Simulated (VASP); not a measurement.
# TiPb (Pm-3m) in VASP: phonons with PBEsol

Aim: the phonons of TiPb with PBEsol.

Everything below comes from runs of VASP 6.6.1. Logs are shortened: lines on timing, memory, paths and dates and some standing lists are left out, and cuts for length are marked.

## (1) Starting point

It takes space group Pm-3m (No. 221, cubic). Conventional cell: a = 3.447 Å, b = 3.447 Å, c = 3.447 Å, α = 90.00°, β = 90.00°, γ = 90.00°. Around Ti (site symmetry m-3m) lie 8 Pb at 2.99 Å. Around Pb (site symmetry m-3m) lie 8 Ti at 2.99 Å.

The cell comes from a database or a generator and needn't be the stable form of this composition.

## (2) Phonons, PBEsol

File INCAR:

```
  PREC = Accurate
  ENCUT = 520
  EDIFF = 1E-8
  ISMEAR = -1
  SIGMA = 0.15
  LREAL = False
  LASPH = True
  NELM = 100
  ALGO = Normal
  ISIF = 2
  LWAVE = False
  LCHARG = True
  GGA = PS
  IBRION = 8
  NSW = 1
```

File KPOINTS:

```
regular mesh
0
Gamma
  12 12 12
```

File POSCAR:

```
TiPb
1.0
    3.4474000000      0.0000000000      0.0000000000
    0.0000000000      3.4474000000      0.0000000000
    0.0000000000      0.0000000000      3.4474000000
Ti Pb
1 1
Direct
    0.0000000000      0.0000000000      0.0000000000
    0.5000000000      0.5000000000      0.5000000000
```

Potentials or basis: VASP PAW PBE potentials, release 64 (Ti_sv, Pb_d).

The run is started by

```
cat potpaw_PBE.64/Ti_sv/POTCAR potpaw_PBE.64/Pb_d/POTCAR > POTCAR
mpirun -np 1 vasp_std > vasp.out
```

OUTCAR:

```text
PREC = Accurate
   ENCUT = 520
   EDIFF = 1E-8
   ISMEAR = -1
   LREAL = False
   LASPH = True
   NELM = 100
   ISIF = 2
   GGA = PS
   IBRION = 8
   NSW = 1

 ion  position               nearest neighbor table
   1  0.000  0.000  0.000-   2 2.99   2 2.99   2 2.99   2 2.99   2 2.99   2 2.99   2 2.99   2 2.99

   2  0.500  0.500  0.500-   1 2.99   1 2.99   1 2.99   1 2.99   1 2.99   1 2.99   1 2.99   1 2.99

  LATTYP: Found a simple cubic cell.
 ALAT       =     3.4474000000

  Lattice vectors:

 A1 = (   3.4474000000,   0.0000000000,   0.0000000000)
 A2 = (   0.0000000000,   3.4474000000,   0.0000000000)
 A3 = (   0.0000000000,   0.0000000000,   3.4474000000)

Analysis of symmetry for initial positions (statically):
=====================================================================
 Subroutine PRICEL returns:
 Original cell was already a primitive cell.

 Routine SETGRP: Setting up the symmetry group for a
 simple cubic supercell.

 Subroutine GETGRP returns: Found 48 space group operations
 (whereof 48 operations were pure point group operations)
 out of a pool of 48 trial point group operations.

The static configuration has the point symmetry O_h .

Analysis of symmetry for dynamics (positions and initial velocities):
=====================================================================
 Subroutine PRICEL returns:
 Original cell was already a primitive cell.

 Routine SETGRP: Setting up the symmetry group for a
 simple cubic supercell.

 Subroutine GETGRP returns: Found 48 space group operations
 (whereof 48 operations were pure point group operations)
 out of a pool of 48 trial point group operations.

The dynamic configuration has the point symmetry O_h .

 Subroutine INISYM returns: Found 48 space group operations
 (whereof 48 operations are pure point group operations),
 and found     1 'primitive' translations

----------------------------------------------------------------------------------------

[... 641 lines left out ...]

 VOLUME and BASIS-vectors are now :
 -----------------------------------------------------------------------------
  energy-cutoff  :      520.00
  volume of cell :       40.97
      direct lattice vectors                 reciprocal lattice vectors
     3.447400000  0.000000000  0.000000000     0.290073679  0.000000000  0.000000000
     0.000000000  3.447400000  0.000000000     0.000000000  0.290073679  0.000000000
     0.000000000  0.000000000  3.447400000     0.000000000  0.000000000  0.290073679

 POSITION                                       TOTAL-FORCE (eV/Angst)
 -----------------------------------------------------------------------------------
      0.00000      0.00000      0.00000         0.000000      0.000000      0.000000
      1.72370      1.72370      1.72370         0.000000      0.000000      0.000000
 -----------------------------------------------------------------------------------
    total drift:                                0.000000      0.000000      0.000000

  FREE ENERGIE OF THE ION-ELECTRON SYSTEM (eV)
  ---------------------------------------------------
  free  energy   TOTEN  =       -12.1268878619 eV

  energy  without entropy=      -11.8912665523  energy(sigma->0) =      -12.00907721

[... ionic steps 2 to 3 ...]

--------------------------------------- Ionic step        4  -------------------------------------------

------------------------ aborting loop because EDIFF is reached ----------------------------------------

[... ionic steps 5 to 6 ...]

--------------------------------------- Ionic step        7  -------------------------------------------

 Free energy of the ion-electron system (eV)
  ---------------------------------------------------
  ---------------------------------------------------
  free energy    TOTEN  =        -0.32765427 eV

  energy without entropy =       -0.32765426

------------------------ aborting loop because EDIFF is reached ----------------------------------------

 INTERNAL STRAIN TENSOR  FOR ION    2  DIRECTION 1   (eV/Angst):
 -----------------------------------------------------------------------------
    -0.00426  0.00000  0.00000
     0.00000 -0.00024  0.00000
     0.00000  0.00000 -0.00024

 INTERNAL STRAIN TENSOR FOR ION    2 for displacements in x,y,z  (eV/Angst):
          X           Y           Z          XY          YZ          ZX
  --------------------------------------------------------------------------------
  x     0.00000     0.00000     0.00000     0.00000     0.00000     0.00000
  y     0.00000     0.00000     0.00000     0.00000     0.00000     0.00000
  z     0.00000     0.00000     0.00000     0.00000     0.00000     0.00000

 SECOND DERIVATIVES (NOT SYMMETRIZED)
 ------------------------------------
               1X          1Y          1Z          2X          2Y          2Z
  1X    -4.635575   -0.000000    0.000000    4.635575    0.000000    0.000000
  1Y    -0.000000   -4.635575   -0.000000    0.000000    4.635575    0.000000
  1Z    -0.000000   -0.000000   -4.635575    0.000000    0.000000    4.635575
  2X     4.554205    0.000000   -0.000000   -4.554205   -0.000000    0.000000
  2Y     0.000000    4.554205   -0.000000   -0.000000   -4.554205    0.000000
  2Z     0.000000   -0.000000    4.554205   -0.000000    0.000000   -4.554205

 Eigenvectors and eigenvalues of the dynamical matrix
 ----------------------------------------------------

   1 f  =    5.388337 THz    33.855917 2PiTHz  179.735560 cm-1    22.284359 meV
             X         Y         Z           dx          dy          dz
      0.000000  0.000000  0.000000     0.902758   -0.000000   -0.000000
      1.723700  1.723700  1.723700    -0.430149    0.000000    0.000000
[... 21 lines left out ...]
   6 f/i=    0.018527 THz     0.116410 2PiTHz    0.618001 cm-1     0.076622 meV
             X         Y         Z           dx          dy          dz
      0.000000  0.000000  0.000000    -0.030265    0.181810    0.388661
      1.723700  1.723700  1.723700    -0.063518    0.381567    0.815686

--------------------------------------------------------------------------------------------------------

 ELASTIC MODULI CONTR FROM IONIC RELAXATION (kBar)
 Direction    XX          YY          ZZ          XY          YZ          ZX
 --------------------------------------------------------------------------------
 XX           0.0000      0.0000      0.0000      0.0000      0.0000      0.0000
 YY           0.0000      0.0000      0.0000      0.0000      0.0000      0.0000
 ZZ           0.0000      0.0000      0.0000      0.0000      0.0000      0.0000
 XY           0.0000      0.0000      0.0000      0.0000      0.0000      0.0000
 YZ           0.0000      0.0000      0.0000      0.0000      0.0000      0.0000
 ZX           0.0000      0.0000      0.0000      0.0000      0.0000      0.0000
 --------------------------------------------------------------------------------
```

stdout:

```text
POSCAR found type information on POSCAR TiPb
 POSCAR found :  2 types and       2 ions
 scaLAPACK will be used
 -----------------------------------------------------------------------------
|                                                                             |
|                                                                             |
|     You enforced a specific xc type in the INCAR file but a different       |
|     I HOPE YOU KNOW WHAT YOU ARE DOING!                                     |
|                                                                             |
 -----------------------------------------------------------------------------

 LDA part: xc-table for (Slater+PW92), standard interpolation
 POSCAR, INCAR and KPOINTS ok, starting setup
 FFT: planning ... GRIDC
 FFT: planning ... GRID_SOFT
 FFT: planning ... GRID
 WAVECAR not read
 entering main loop
 Linear response reoptimize wavefunctions to high precision
 Linear response DOF=           2
 Linear response progress:
 first order change of Fermi-energy   0.14071E-02
 force on displaced ion       1 direction 1 :  -4.636  -0.000   0.000
 Linear response progress:
 first order change of Fermi-energy  -0.37890E-03
 force on displaced ion       2 direction 1 :  -4.554  -0.000  -0.000
 Linear response finished
```

It took 4 min on 1 thread of Intel Xeon 6975P-C (Granite Rapids), shared host; peak memory 0.46 GiB.

What came out:

```
Highest phonon frequency at Γ, LO-TO splitting left out : 180 cm⁻¹
```

Phonon frequencies in cm⁻¹ (negative: imaginary):
| q point | frequencies |
| --- | --- |
| (0.000, 0.000, 0.000) | -1 -1 -1 180 180 180 |

 Spin-orbit coupling is left out, which matters for the levels of Pb.
